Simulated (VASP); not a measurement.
Computed with LDA (Ceperley-Alder, Perdew-Zunger), VASP's LDA PAW potentials (set 64) (plane waves; VASP).

VASP input:

INCAR:
```
# general
SYSTEM = AlN
PREC   = Accurate
ENCUT  = 620
LREAL  = .FALSE.   # projection in real space or not
LASPH  = .TRUE.   # aspherical one-centre terms

# electronic loop
EDIFF  = 1E-6   # SCF stop (eV)
NELM   = 100   # most electronic steps
ALGO   = Normal   # blocked Davidson

# smearing
ISMEAR = 0   # Gaussian
SIGMA  = 0.05   # width (eV)

# ions
IBRION = 2
NSW    = 40   # most ionic steps
ISIF   = 3
EDIFFG = -0.02   # ionic stop

# output
LWAVE  = .FALSE.
LCHARG = .FALSE.
```

### KPOINTS
```
Regular mesh
0
Gamma
 8 8 5
```

POSCAR:
```
AlN
1
    1.5453941034    -2.6767010991    -0.0000000000
    1.5453941034     2.6767010991     0.0000000000
    0.0000000000    -0.0000000000     4.9487192933
Al N
2 2
Direct
  0.6666670000   0.3333330000   0.5000746821
  0.3333330000   0.6666670000   0.0000746821
  0.6666670000   0.3333330000   0.8819253179
  0.3333330000   0.6666670000   0.3819253179
```

POTCAR, in this order: Al N (LDA.64 set). Program: vasp_std.

Output

OSZICAR:
```
       N       E                     dE             d eps       ncg     rms          rms(c)
DAV:   1     0.591884747690E+02    0.59188E+02   -0.87134E+03   720   0.139E+03
DAV:   2    -0.334067462755E+02   -0.92595E+02   -0.83793E+02  1064   0.230E+02
DAV:   3    -0.379439554328E+02   -0.45372E+01   -0.45153E+01   940   0.550E+01
DAV:   4    -0.379783182268E+02   -0.34363E-01   -0.34357E-01   844   0.575E+00
DAV:   5    -0.379787004465E+02   -0.38222E-03   -0.38221E-03   892   0.611E-01    0.124E+01
DAV:   6    -0.329622699581E+02    0.50164E+01   -0.18192E+01   848   0.322E+01    0.442E+00
DAV:   7    -0.329013007578E+02    0.60969E-01   -0.59066E-01   808   0.583E+00    0.276E+00
DAV:   8    -0.328474618303E+02    0.53839E-01   -0.80189E-02   808   0.287E+00    0.366E-01
DAV:   9    -0.328432654574E+02    0.41964E-02   -0.12598E-02   896   0.822E-01    0.206E-01
DAV:  10    -0.328434043695E+02   -0.13891E-03   -0.66311E-04   840   0.207E-01    0.100E-01
DAV:  11    -0.328433655397E+02    0.38830E-04   -0.92515E-05   840   0.842E-02    0.193E-02
DAV:  12    -0.328433653495E+02    0.19021E-06   -0.11085E-06   652   0.967E-03
   1 F= -.32843365E+02 E0= -.32843365E+02  d E =-.328434E+02
```

### OUTCAR
```
------------------------ aborting loop because EDIFF is reached ----------------------------------------
  FORCE on cell =-STRESS in cart. coord.  units (eV):
  Direction    XX          YY          ZZ          XY          YZ          ZX
  --------------------------------------------------------------------------------------
  Total       -0.0026539     -0.0026539     -0.0214991      0.0000000      0.0000000      0.0000000
  in kB       -0.1038576     -0.1038576     -0.8413346      0.0000000      0.0000000      0.0000000
  external PRESSURE =      -0.3496832 kB  Pullay stress =       0.0000000 kB
  volume of cell :       40.94
      direct lattice vectors                 reciprocal lattice vectors
     1.545394103 -2.676701099  0.000000000     0.323542065 -0.186797099  0.000000000
     1.545394103  2.676701099  0.000000000     0.323542065  0.186797099  0.000000000
     0.000000000  0.000000000  4.948719293     0.000000000  0.000000000  0.202072484
  FREE ENERGIE OF THE ION-ELECTRON SYSTEM (eV)
  ---------------------------------------------------
  free  energy   TOTEN  =       -32.8433653495 eV

  energy  without entropy=      -32.8433653495  energy(sigma->0) =      -32.84336535

 reached required accuracy - stopping structural energy minimisation
```
(Selected blocks of OUTCAR.)

The compound is AlN in the wurtzite structure. It was relaxed first.
